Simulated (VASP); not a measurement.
```
CELL_PARAMETERS angstrom
      3.40785     0.00000     0.00000
      0.00000     3.40785     0.00000
      0.00000     0.00000     3.40785
ATOMIC_POSITIONS crystal
  Ti 0.00000 0.00000 0.00000
  Sb 0.50000 0.50000 0.50000
```

All values below come from r2SCAN meta-GGA, VASP's PBE PAW potentials (set 64) (plane waves; VASP 6.6.1). Settings: 400 eV cut-off, 12×12×12 Γ-centred mesh, tetrahedra with Blöchl corrections, potentials Ti_sv Sb.

Problem. Give the energies of bands 5 to 11 at the high-symmetry points, in eV from the Fermi level.

Solution. 
| band | Γ | X | M | R |
|---|---|---|---|---|
| 5 | -12.73 | -10.59 | -9.25 | -6.73 |
| 6 | -1.12 | -6.78 | -4.56 | -4.54 |
| 7 | -1.12 | -0.75 | -4.56 | -4.54 |
| 8 | 0.92 | -0.75 | -1.39 | -4.54 |
| 9 | 0.92 | -0.54 | 0.83 | 2.31 |
| 10 | 0.92 | 1.74 | 0.83 | 2.31 |
| 11 | 1.69 | 2.37 | 2.35 | 2.31 |

It has no gap at this level: it comes out as a metal or semimetal.

The structure was generated: TiSb was put into the CsCl type type (Pm-3m), which need not be its known phase. It was relaxed first, which changed the volume by -33 %. The electron count is odd and the run is not spin-polarised, which forces a metal.
